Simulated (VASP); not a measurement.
# Br2Si in VASP: settings compared

Aim: see how the results for Br2Si move with the level of theory and the settings. Levels: r2SCAN0, BLYP+D4, SCAN+D4. Tasks: single point.

All numbers are computed with VASP 6.6.1; they aren't measurements. Logs are shortened: lines on timing, memory, paths and dates and some standing lists are left out, and cuts for length are marked.

## Step 1: The structure

The cell holds a molecule in a box, 3 atoms: a = 11.000 Å, b = 13.000 Å, c = 11.000 Å, α = 90.00°, β = 90.00°, γ = 90.00°.

## Step 2: Single point, r2SCAN0

POSCAR reads:

```
SiBr2
1.0
   11.0000000000      0.0000000000      0.0000000000
    0.0000000000     13.0000000000      0.0000000000
    0.0000000000      0.0000000000     11.0000000000
Br Si
2 1
Cartesian
    6.3855500500      8.0883500100      6.0576499500
    5.1944500300      4.9536500000      5.0789500300
    4.6404499900      7.1319500200      5.0103499600
```

INCAR.step1 reads:

```
PREC = Accurate
ENCUT = 520
EDIFF = 1E-5
ISMEAR = 0
SIGMA = 0.01
LREAL = F
LASPH = T
NELM = 100
ALGO = Normal
ISIF = 2
LWAVE = T
LCHARG = F
NBANDS = 16
GGA = PE
```

INCAR.step2 reads:

```
PREC = Accurate
ENCUT = 520
EDIFF = 1E-6
ISMEAR = 0
SIGMA = 0.01
LREAL = F
LASPH = T
NELM = 100
ALGO = Normal
ISIF = 2
LWAVE = F
LCHARG = F
METAGGA = R2SCAN
LHFCALC = T
AEXX = 0.25
LMIXTAU = T
PRECFOCK = Normal
HFRCUT = -1
NBANDS = 16
ISTART = 1
```

KPOINTS reads:

```
regular mesh
0
Gamma
  1 1 1
```

Potentials or basis: VASP PAW PBE potentials, release 64 (Br, Si).

Launch:

```bash
> cat potpaw_PBE.64/Br/POTCAR potpaw_PBE.64/Si/POTCAR > POTCAR
> cp INCAR.step1 INCAR
> mpirun -np 1 vasp_gam > vasp.out
> cp INCAR.step2 INCAR
> mpirun -np 1 vasp_gam > vasp.out
```

OUTCAR:

```text
PREC = Accurate
   ENCUT = 520
   EDIFF = 1E-6
   ISMEAR = 0
   LREAL = F
   LASPH = T
   NELM = 100
   ISIF = 2
   METAGGA = R2SCAN
   LHFCALC = T
   AEXX = 0.25
   PRECFOCK = Normal
   ISTART = 1

 ion  position               nearest neighbor table
   1  0.581  0.622  0.551-   3 2.25
   2  0.472  0.381  0.462-   3 2.25
   3  0.422  0.549  0.455-   2 2.25   1 2.25

  LATTYP: Found a simple tetragonal cell.
 ALAT       =    11.0000000000
 C/A-ratio  =     1.1818181818

  Lattice vectors:

 A1 = ( -11.0000000000,   0.0000000000,   0.0000000000)
 A2 = (   0.0000000000,   0.0000000000,  11.0000000000)
 A3 = (   0.0000000000,  13.0000000000,   0.0000000000)

Analysis of symmetry for initial positions (statically):
=====================================================================
 Subroutine PRICEL returns:
 Original cell was already a primitive cell.

 Routine SETGRP: Setting up the symmetry group for a
 simple tetragonal supercell.

 Subroutine GETGRP returns: Found  1 space group operations
 (whereof  1 operations were pure point group operations)
 out of a pool of 16 trial point group operations.

The static configuration has the point symmetry C_1 .

Analysis of symmetry for dynamics (positions and initial velocities):
=====================================================================
 Subroutine PRICEL returns:
 Original cell was already a primitive cell.

 Routine SETGRP: Setting up the symmetry group for a
 simple tetragonal supercell.

 Subroutine GETGRP returns: Found  1 space group operations
 (whereof  1 operations were pure point group operations)
 out of a pool of 16 trial point group operations.

The dynamic configuration has the point symmetry C_1 .

 Subroutine INISYM returns: Found  1 space group operations
 (whereof  1 operations are pure point group operations),
 and found     1 'primitive' translations

----------------------------------------------------------------------------------------

                                     Primitive cell

  volume of cell :    1573.0000

  direct lattice vectors                    reciprocal lattice vectors
    11.000000000  0.000000000  0.000000000     0.090909091  0.000000000  0.000000000
     0.000000000 13.000000000  0.000000000     0.000000000  0.076923077  0.000000000
     0.000000000  0.000000000 11.000000000     0.000000000  0.000000000  0.090909091

  length of vectors
    11.000000000 13.000000000 11.000000000     0.090909091  0.076923077  0.090909091

  position of ions in fractional coordinates (direct lattice)
     0.580504550  0.622180770  0.550695450
     0.472222730  0.381050000  0.461722730
     0.421859090  0.548611540  0.455486360

  ion indices of the primitive-cell ions
   primitive index   ion index
                 1           1
                 2           2
                 3           3

----------------------------------------------------------------------------------------

 KPOINTS: regular mesh

Automatic generation of k-mesh.
 Grid dimensions read from file:
 generate k-points for:    1    1    1

 Generating k-lattice:

  Cartesian coordinates                     Fractional coordinates (reciprocal lattice)
     0.090909091  0.000000000  0.000000000     1.000000000  0.000000000  0.000000000
     0.000000000  0.076923077  0.000000000     0.000000000  1.000000000  0.000000000
     0.000000000  0.000000000  0.090909091     0.000000000  0.000000000  1.000000000

  Length of vectors
     0.090909091  0.076923077  0.090909091

  Shift w.r.t. Gamma in fractional coordinates (k-lattice)
     0.000000000  0.000000000  0.000000000

 Subroutine IBZKPT returns following result:
 ===========================================

 Found      1 irreducible k-points:

 Following reciprocal coordinates:
            Coordinates               Weight
  0.000000  0.000000  0.000000      1.000000
   k-points           NKPTS =      1   k-points in BZ     NKDIM =      1   number of bands    NBANDS=     16
   number of dos      NEDOS =    301   number of ions     NIONS =      3
   total plane-waves  NPLWV = 691488
   dimension x,y,z NGX =    84 NGY =   98 NGZ =   84
   dimension x,y,z NGXF=   168 NGYF=  196 NGZF=  168
   ions per type =               2   1
   NGX,Y,Z   is equivalent  to a cutoff of  12.70, 12.53, 12.70 a.u.
   NGXF,Y,Z  is equivalent  to a cutoff of  25.39, 25.06, 25.39 a.u.
 SYSTEM =  unknown system
   PREC   = accura    normal or accurate (medium, high low for compatibility)
   ISTART =      1    job   : 0-new  1-cont  2-samecut
   ICHARG =      0    charge: 1-file 2-atom 10-const
   ISPIN  =      1    spin polarized calculation?
   LNONCOLLINEAR =      F non collinear calculations
   LSORBIT =      F    spin-orbit coupling
   LASPH  =      T    aspherical Exc in radial PAW
   ENCUT  =  520.0 eV  38.22 Ry    6.18 a.u.  20.45 24.17 20.45*2*pi/ulx,y,z
   NELM   =    100;   NELMIN=  2; NELMDL=  0     # of ELM steps
   EDIFF  = 0.1E-05   stopping-criterion for ELM
   LREAL  =      F    real-space projection
   EDIFFG = 0.1E-04   stopping-criterion for IOM
   NSW    =      0    number of steps for IOM
   IBRION =     -1    ionic relax: 0-MD 1-quasi-New 2-CG
   NFREE  =      0    steps in history (QN), initial steepest desc. (CG)
   ISIF   =      2    stress and relaxation
   ISYM   =      3    0-nonsym 1-usesym 2-fastsym
   POTIM  = 0.5000    time-step for ionic-motion
   TEBEG  =    0.0;   TEEND  =   0.0 temperature during run
   PSTRESS=    0.0 pullay stress
   NELECT =      18.0000    total number of electrons
   NUPDOWN=      -1.0000    fix difference up-down
   EMIN   =  10.00;   EMAX   =-10.00  energy-range for DOS
   EFERMI =   0.00;   METHOD = LEGACY
   ISMEAR =     0;   SIGMA  =   0.01  broadening in eV -4-tet -1-fermi 0-gaus
   EFERMI_NEDOS =   21; number of points for ismear=-14 and -15
   IALGO  =     38    algorithm
   IMIX   =      1    mixing-type and parameters
     AMIX     =   0.40;   BMIX     =  1.00
     AMIX_MAG =   1.60;   BMIX_MAG =  1.00
  volume/ion in A,a.u.               =     524.33      3538.38
  Fermi-wavevector in a.u.,A,eV,Ry     =   0.368912  0.697143  1.851699  0.136096
  Thomas-Fermi vector in A             =   1.295136
   LORBIT       =      0    0 simple, 1 ext, 2 COOP (PROOUT), +10 PAW based schemes
   METAGGA = R2SCAN    functional components
   LHFCALC =     T    Hartree Fock is set to
   PRECFOCK=normal    Normal, Fast or Accurate (Low or Medium for compatibility)
   ENCUT4O =  -1.0   cutoff for four orbital integrals eV
   NKREDX  =     1    reduce k-point grid by
   NKREDY  =     1    reduce k-point grid by
   NKREDZ  =     1    reduce k-point grid by
   AEXX    =    0.2500 exact exchange contribution
   HFSCREEN=    0.0000 screening length (either q_TF or 0.3 A-1)
   HFSCREENC=   0.0000 screening length for correlation (either q_TF or 0.3 A-1)
   ENCUTFOCK=  -1.0 apply spherical cutoff to Coloumb kernel
   IVDW    =     0    specifies the selected vdW correction
   LEPSILON=     F    determine dielectric tensor
   LRPA    =     F    only Hartree local field effects (RPA)
 non-spin polarized calculation
 Gauss-broadening in eV      SIGMA  =   0.01
  energy-cutoff  :      520.00
  volume of cell :     1573.00
 maximum number of plane-waves:     21209
 NGX is ok and might be reduce to    84
  NGX = 64; NGY = 80; NGZ = 64

 number of electron      17.9999998 magnetization

 Free energy of the ion-electron system (eV)
  ---------------------------------------------------
  ext. energy  EPLUGINS =         0.00000000
  ---------------------------------------------------
  free energy    TOTEN  =       -32.85487898 eV

  energy without entropy =      -32.85487898  energy(sigma->0) =      -32.85487898

 E-fermi :  -7.1987     XC(G=0):  -0.6032

 val. band max:       -7.3077435601   @ k =   0.0000   0.0000   0.0000
 cond. band min:      -2.6480101491   @ k =   0.0000   0.0000   0.0000
 fundamental gap:      4.6597334110
 Fermi energy:        -7.1986893058

 k-point     1 :       0.0000    0.0000    0.0000
  band No.  band energies     occupation
      1     -23.0980      2.00000
      2     -22.5249      2.00000
      3     -13.9765      2.00000
      4     -10.6355      2.00000
      5      -9.6369      2.00000
      6      -9.4847      2.00000
[... 8 lines left out ...]
     15       1.3186      0.00000
     16       1.4538      0.00000

------------------------ aborting loop because EDIFF is reached ----------------------------------------

  FORCE on cell =-STRESS in cart. coord.  units (eV):
  Direction    XX          YY          ZZ          XY          YZ          ZX
  --------------------------------------------------------------------------------------
  -------------------------------------------------------------------------------------
  Total       -0.4095001     -0.5662848     -0.1540449     -0.0366584     -0.0826249     -0.1639320
  in kB       -0.4170958     -0.5767887     -0.1569023     -0.0373384     -0.0841575     -0.1669728
  external PRESSURE =      -0.3835956 kB  Pullay stress =       0.0000000 kB

 VOLUME and BASIS-vectors are now :
 -----------------------------------------------------------------------------
  energy-cutoff  :      520.00
  volume of cell :     1573.00
      direct lattice vectors                 reciprocal lattice vectors
    11.000000000  0.000000000  0.000000000     0.090909091  0.000000000  0.000000000
     0.000000000 13.000000000  0.000000000     0.000000000  0.076923077  0.000000000
     0.000000000  0.000000000 11.000000000     0.000000000  0.000000000  0.090909091

 POSITION                                       TOTAL-FORCE (eV/Angst)
 -----------------------------------------------------------------------------------
      6.38555      8.08835      6.05765        -0.154192     -0.092381     -0.100806
      5.19445      4.95365      5.07895        -0.051706      0.211724     -0.005394
      4.64045      7.13195      5.01035         0.205897     -0.119343      0.106200
 -----------------------------------------------------------------------------------
    total drift:                               -0.000996      0.000140      0.000300

  FREE ENERGIE OF THE ION-ELECTRON SYSTEM (eV)
  ---------------------------------------------------
  free  energy   TOTEN  =       -32.8548789810 eV

  energy  without entropy=      -32.8548789810  energy(sigma->0) =      -32.85487898
```

Wall time 17 min (1 thread of Intel Xeon Platinum 8488C (Sapphire Rapids), shared host); peak memory 1.4 GiB.

What came out:

- Free energy: -32.8549 eV
- Largest force: 0.261 eV/Å
- Gap between the frontier levels: 4.66 eV

Forces in eV/Å, atoms in the order of the input:
```
Br  -0.154 -0.092 -0.101
Br  -0.052  0.212 -0.005
Si   0.206 -0.119  0.106
```

Caveat: the PAW data sets were made with another functional, which shifts forces and pressure a little.

## Step 3: Single point, BLYP+D4

INCAR reads:

```
SYSTEM = SiBr2
PREC = Accurate
ENCUT = 520
EDIFF = 1E-7
ISMEAR = 0
SIGMA = 0.01
LREAL = .FALSE.
LASPH = .TRUE.
NELM = 60
ALGO = Normal
ISIF = 2
LWAVE = .FALSE.
LCHARG = .FALSE.
GGA = B5
ALDAX = 1.0
AGGAX = 1.0
AGGAC = 1.0
ALDAC = 0.0
IVDW = 13
VDW_S6 = 1.0
VDW_S8 = 2.34076671
VDW_A1 = 0.44488865
VDW_A2 = 4.0933009
```

KPOINTS reads:

```
Automatic mesh
0
G
  1 1 1
  0 0 0
```

POSCAR is that of step 2.

Potentials or basis: VASP PAW PBE potentials, release 64 (Br, Si).

Launch:

```bash
> cat potpaw_PBE.64/Br/POTCAR potpaw_PBE.64/Si/POTCAR > POTCAR
> mpirun -np 1 vasp_gam > vasp.out
```

It took 12 min on 1 thread of Intel Xeon Platinum 8488C (Sapphire Rapids), shared host; peak memory 1.1 GiB.

The run converged. Its results:

| Property | Result |
| --- | --- |
| Free energy | -8.9920 eV |
| Largest force | 0.612 eV/Å |
| Gap between the frontier levels | 2.74 eV |
| Dispersion energy per atom | -0.082 eV |

Forces in eV/Å, atoms in the order of the input:
```
Br   0.415  0.299  0.256
Br   0.084 -0.559 -0.014
Si  -0.499  0.259 -0.243
```

Levels at points of the mesh, in eV from the valence-band top:
```tsv
k point	band 7	band 8	band 9	band 10	band 11	band 12
(0.00, 0.00, 0.00)	-1.08	-0.62	0.00	2.74	5.12	5.21
```

Caveat: the PAW data sets were made with another functional, which shifts forces and pressure a little. BLYP gaps usually lie below the measured ones, often by a third to a half.

## Step 4: Single point, SCAN+D4

INCAR reads:

```
SYSTEM = SiBr2
PREC     = Accurate       ! precision mode
ENCUT    = 520            ! plane-wave cutoff, eV
EDIFF    = 1E-6           ! SCF threshold, eV
ISMEAR   = 0              ! smearing method
SIGMA    = 0.01           ! smearing width, eV
LREAL    = .FALSE.        ! projectors in reciprocal space
LASPH    = .TRUE.         ! aspherical terms in the spheres
NELM     = 100            ! most SCF steps
ALGO     = Normal         ! electronic algorithm
ISIF     = 2              ! what is computed and relaxed
LWAVE    = .FALSE.        ! write WAVECAR
LCHARG   = .FALSE.        ! write CHGCAR
METAGGA  = SCAN           ! meta-GGA
LMIXTAU  = .TRUE.       
IVDW     = 13             ! dispersion correction
NBANDS   = 16             ! bands
```

KPOINTS is that of step 3.

POSCAR is that of step 3.

Potentials or basis: VASP PAW PBE potentials, release 64 (Br, Si).

Launch:

```bash
> cat potpaw_PBE.64/Br/POTCAR potpaw_PBE.64/Si/POTCAR > POTCAR
> mpirun -np 1 vasp_gam > vasp.out
```

OUTCAR:

```text
SYSTEM = SiBr2
   PREC = Accurate
   ENCUT = 520
   EDIFF = 1E-6
   ISMEAR = 0
   LREAL = .FALSE.
   LASPH = .TRUE.
   NELM = 100
   ISIF = 2
   METAGGA = SCAN
   IVDW = 13

 ion  position               nearest neighbor table
   1  0.581  0.622  0.551-   3 2.25
   2  0.472  0.381  0.462-   3 2.25
   3  0.422  0.549  0.455-   2 2.25   1 2.25

  LATTYP: Found a simple tetragonal cell.
 ALAT       =    11.0000000000
 C/A-ratio  =     1.1818181818

  Lattice vectors:

[... 185 lines left out ...]

  DFT-D4 for vdW energy calculation

  Edisp (eV):   -0.01450

  FORCE on cell =-STRESS in cart. coord.  units (eV):
  Direction    XX          YY          ZZ          XY          YZ          ZX
  --------------------------------------------------------------------------------------
  -------------------------------------------------------------------------------------
  Total      -0.13030    -0.14259    -0.04608     0.01429    -0.00540    -0.05042
  in kB      -0.13272    -0.14523    -0.04694     0.01456    -0.00550    -0.05136
  external pressure =       -0.11 kB  Pullay stress =        0.00 kB

 VOLUME and BASIS-vectors are now :
 -----------------------------------------------------------------------------
  energy-cutoff  :      520.00
  volume of cell :     1573.00
      direct lattice vectors                 reciprocal lattice vectors
    11.000000000  0.000000000  0.000000000     0.090909091  0.000000000  0.000000000
     0.000000000 13.000000000  0.000000000     0.000000000  0.076923077  0.000000000
     0.000000000  0.000000000 11.000000000     0.000000000  0.000000000  0.090909091

 POSITION                                       TOTAL-FORCE (eV/Angst)
 -----------------------------------------------------------------------------------
      6.38555      8.08835      6.05765        -0.045902     -0.008283     -0.028112
      5.19445      4.95365      5.07895        -0.024074      0.052425     -0.007106
      4.64045      7.13195      5.01035         0.069975     -0.044142      0.035218
 -----------------------------------------------------------------------------------
    total drift:                               -0.004870     -0.009408     -0.000697

  FREE ENERGIE OF THE ION-ELECTRON SYSTEM (eV)
  ---------------------------------------------------
  free  energy   TOTEN  =       -49.1787863296 eV

  energy  without entropy=      -49.1787863296  energy(sigma->0) =      -49.17878633
```

OSZICAR:

```text
N       E                     dE             d eps       ncg     rms          rms(c)
DAV:   1     0.138583258974E+03    0.13858E+03   -0.39861E+03    32   0.632E+02
DAV:   2     0.141847160350E+00   -0.13844E+03   -0.13236E+03    56   0.955E+01
DAV:   3    -0.487510309145E+02   -0.48893E+02   -0.48378E+02    32   0.766E+01
[... 32 lines left out ...]
DAV:  36    -0.491642804071E+02   -0.16329E-05   -0.51226E-05    32   0.874E-02    0.106E-03
DAV:  37    -0.491643192971E+02   -0.38890E-04   -0.39980E-05    32   0.878E-02    0.489E-04
DAV:  38    -0.491642874950E+02    0.31802E-04   -0.55372E-05    32   0.931E-02    0.549E-04
DAV:  39    -0.491642846560E+02    0.28390E-05   -0.19739E-05    32   0.548E-02    0.441E-04
DAV:  40    -0.491642842418E+02    0.41423E-06   -0.38915E-06    32   0.270E-02
   1 F= -.49178786E+02 E0= -.49178786E+02  d E =-.256420E-31
```

stdout:

```text
POSCAR found type information on POSCAR BrSi
 POSCAR found :  2 types and       3 ions
 scaLAPACK will be used
 -----------------------------------------------------------------------------
|                                                                             |
|                                                                             |
|     You enforced a specific xc type in the INCAR file but a different       |
|     I HOPE YOU KNOW WHAT YOU ARE DOING!                                     |
|                                                                             |
 -----------------------------------------------------------------------------

 LDA part: xc-table for (None), standard interpolation
 POSCAR, INCAR and KPOINTS ok, starting setup
 FFT: planning ... GRIDC
 FFT: planning ... GRID_SOFT
 FFT: planning ... GRID
 WAVECAR not read
 entering main loop
```

Run time: 18 min. Hardware: 1 thread of Intel Xeon Platinum 8488C (Sapphire Rapids), shared host; peak memory 1.4 GiB.

What came out:

| Property | Result |
| --- | --- |
| Free energy | -49.1788 eV |
| Largest force | 0.090 eV/Å |
| Gap between the frontier levels | 2.98 eV |
| Dispersion energy per atom | -0.005 eV |

Forces in eV/Å, atoms in the order of the input:
```
Br  -0.046 -0.008 -0.028
Br  -0.024  0.052 -0.007
Si   0.070 -0.044  0.035
```

Levels at points of the mesh, in eV from the valence-band top:
```tsv
k point	band 5	band 6	band 7	band 8	band 9	band 10	band 11	band 12	band 13	band 14
(0.00, 0.00, 0.00)	-2.04	-1.97	-1.23	-0.76	0.00	2.98	5.70	5.78	6.54	7.37
```

Caveat: the PAW data sets were made with another functional, which shifts forces and pressure a little. SCAN opens gaps a little over a GGA but as a rule still falls short of measured ones.

## Step 5: The reference run

An earlier run on the cell as given: functional PBE; potentials or basis VASP PAW PBE potentials, release 64 (Br, Si); cutoff 520 eV; k mesh 1 × 1 × 1; occupations gaussian, width 0.01 eV; no spin polarisation.

* Largest force: 0.257 eV/Å
* Gap between the frontier levels: 2.72 eV

## Step 6: Summary

| level | grid for exact exchange (PRECFOCK) | exchange at q = 0 | gap on the mesh (eV) | largest force (eV/Å) |
| --- | --- | --- | --- | --- |
| r2SCAN0 | Normal | truncated | 4.66 | 0.26 |
| BLYP+D4 | - | - | 2.74 | 0.61 |
| SCAN+D4 | - | - | 2.98 | 0.09 |
| PBE | - | - | 2.72 | 0.26 |

Alike in all rows: task single point; potentials or basis VASP PAW PBE potentials, release 64 (Br, Si); no spin polarisation; cell as given; k mesh 1 × 1 × 1; cutoff (eV) 520; smearing gaussian 0.01 eV.

On the cell as given the gap runs from 2.72 eV (PBE) to 4.66 eV (r2SCAN0).

Caveats: the PAW data sets were made with another functional, which shifts forces and pressure a little (some runs).

Total energies depend on the potentials used, so only differences within one code and one set of settings carry meaning.
